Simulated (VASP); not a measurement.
Calculation: r2SCAN meta-GGA, VASP's PBE PAW potentials (set 64) (plane waves; VASP 6.6.1).

Input for VASP

### KPOINTS
```
Automatic mesh
0
G
  15 15 15
```

File POSCAR:
```
HfC
1
   -0.0000000000     2.3172620171     2.3172620171
    2.3172620171     0.0000000000     2.3172620171
    2.3172620171     2.3172620171    -0.0000000000
Hf C
1 1
Direct
  0.0000000000   0.0000000000   0.0000000000
  0.5000000000   0.5000000000   0.5000000000
```

INCAR:
```
# general
SYSTEM =HfC
PREC   =Accurate
ENCUT  =520
LREAL  =.FALSE.
LASPH  =.TRUE.

# electronic loop
EDIFF  =1E-7
NELM   =100
ALGO   =Normal
LMAXMIX=6
LMIXTAU=.TRUE.

# smearing
ISMEAR =-5

# functional
METAGGA=R2SCAN

# ions
ISIF   =2

# output
LWAVE  =.FALSE.
LCHARG =.FALSE.
LORBIT =11
NEDOS  =601
```

**KPOINTS_OPT**
```
k-points along high-symmetry lines
10
Line-mode
Reciprocal
  0.000000   0.000000   0.000000 ! GAMMA
  0.500000   0.000000   0.500000 ! X

  0.500000   0.000000   0.500000 ! X
  0.625000   0.250000   0.625000 ! U

  0.375000   0.375000   0.750000 ! K
  0.000000   0.000000   0.000000 ! GAMMA

  0.000000   0.000000   0.000000 ! GAMMA
  0.500000   0.500000   0.500000 ! L

  0.500000   0.500000   0.500000 ! L
  0.500000   0.250000   0.750000 ! W

  0.500000   0.250000   0.750000 ! W
  0.500000   0.000000   0.500000 ! X
```

POTCAR, in this order: Hf_pv C (PBE.64 set). Program: vasp_std.

Output of the run:

**OSZICAR**
```
       N       E                     dE             d eps       ncg     rms          rms(c)
DAV:   1    -0.125902963708E+02   -0.12590E+02   -0.80892E+03  2640   0.126E+03
DAV:   2    -0.615009535517E+02   -0.48911E+02   -0.47006E+02  3522   0.225E+02
DAV:   3    -0.631824502201E+02   -0.16815E+01   -0.16711E+01  3422   0.328E+01
DAV:   4    -0.631963012119E+02   -0.13851E-01   -0.13894E-01  3210   0.316E+00
DAV:   5    -0.631964982769E+02   -0.19707E-03   -0.19861E-03  3526   0.300E-01    0.636E+01
DAV:   6    -0.568283960948E+02    0.63681E+01   -0.13582E+01  2979   0.239E+01    0.405E+01
DAV:   7    -0.579452024758E+02   -0.11168E+01   -0.60397E-01  2874   0.796E+00    0.220E+01
DAV:   8    -0.566371569517E+02    0.13080E+01   -0.54047E-01  2976   0.734E+00    0.526E+00
DAV:   9    -0.571343982872E+02   -0.49724E+00   -0.58271E-01  2916   0.735E+00    0.177E+00
DAV:  10    -0.573487175691E+02   -0.21432E+00   -0.88653E-02  2877   0.311E+00    0.122E+00
DAV:  11    -0.573369628846E+02    0.11755E-01   -0.11027E-02  3134   0.966E-01    0.974E-01
DAV:  12    -0.573344197481E+02    0.25431E-02   -0.12473E-03  2947   0.338E-01    0.249E-01
DAV:  13    -0.573411091106E+02   -0.66894E-02   -0.35698E-03  2963   0.549E-01    0.172E-01
DAV:  14    -0.573420236865E+02   -0.91458E-03   -0.11902E-03  3371   0.331E-01    0.175E-01
DAV:  15    -0.573420205167E+02    0.31698E-05   -0.84656E-06  3271   0.314E-02    0.189E-01
DAV:  16    -0.573420145749E+02    0.59418E-05   -0.11955E-05  2990   0.271E-02    0.166E-01
DAV:  17    -0.573420429309E+02   -0.28356E-04   -0.38443E-05  2960   0.672E-02    0.242E-02
DAV:  18    -0.573420396911E+02    0.32398E-05   -0.10172E-05  2903   0.284E-02    0.168E-02
DAV:  19    -0.573420423539E+02   -0.26628E-05   -0.15112E-06  2769   0.133E-02    0.147E-02
DAV:  20    -0.573420418124E+02    0.54149E-06   -0.83346E-07  2718   0.784E-03    0.517E-03
DAV:  21    -0.573420420056E+02   -0.19324E-06   -0.72144E-08  1431   0.321E-03    0.153E-03
DAV:  22    -0.573420416892E+02    0.31644E-06   -0.13917E-08  1374   0.160E-03    0.642E-04
DAV:  23    -0.573420418682E+02   -0.17906E-06   -0.19409E-08  1368   0.191E-03    0.607E-04
DAV:  24    -0.573420417905E+02    0.77713E-07   -0.85795E-10  1359   0.510E-04
   1 F= -.57342042E+02 E0= -.57342042E+02  d E =0.000000E+00
       N       E                     dE             ncg
```

### OUTCAR
```
------------------------ aborting loop because EDIFF is reached ----------------------------------------
  FORCE on cell =-STRESS in cart. coord.  units (eV):
  Direction    XX          YY          ZZ          XY          YZ          ZX
  --------------------------------------------------------------------------------------
  Total       -0.0146376     -0.0146376     -0.0146376      0.0000000     -0.0000000     -0.0000000
  in kB       -0.9423766     -0.9423766     -0.9423766      0.0000000     -0.0000000     -0.0000000
  external PRESSURE =      -0.9423766 kB  Pullay stress =       0.0000000 kB
  volume of cell :       24.89
      direct lattice vectors                 reciprocal lattice vectors
     0.000000000  2.317262017  2.317262017    -0.215771888  0.215771888  0.215771888
     2.317262017  0.000000000  2.317262017     0.215771888 -0.215771888  0.215771888
     2.317262017  2.317262017  0.000000000     0.215771888  0.215771888 -0.215771888
 POSITION                                       TOTAL-FORCE (eV/Angst)
 -----------------------------------------------------------------------------------
      0.00000      0.00000      0.00000        -0.000000      0.000000      0.000000
      2.31726      2.31726      2.31726         0.000000     -0.000000     -0.000000
 -----------------------------------------------------------------------------------
    total drift:                                0.000000     -0.000000     -0.000000
  FREE ENERGIE OF THE ION-ELECTRON SYSTEM (eV)
  ---------------------------------------------------
  free  energy   TOTEN  =       -57.3420417905 eV

  energy  without entropy=      -57.3420417905  energy(sigma->0) =      -57.34204179

 total charge

# of ion       s       p       d       tot
------------------------------------------
    1        0.319   6.645   1.648   8.613
    2        0.885   1.530   0.000   2.415
--------------------------------------------------
tot          1.204   8.175   1.648  11.027
```
(Selected blocks of OUTCAR.)

For a metal the tetrahedron method with Blöchl corrections gives inexact stress and forces.

The compound is HfC in the rock salt structure. It was relaxed first.
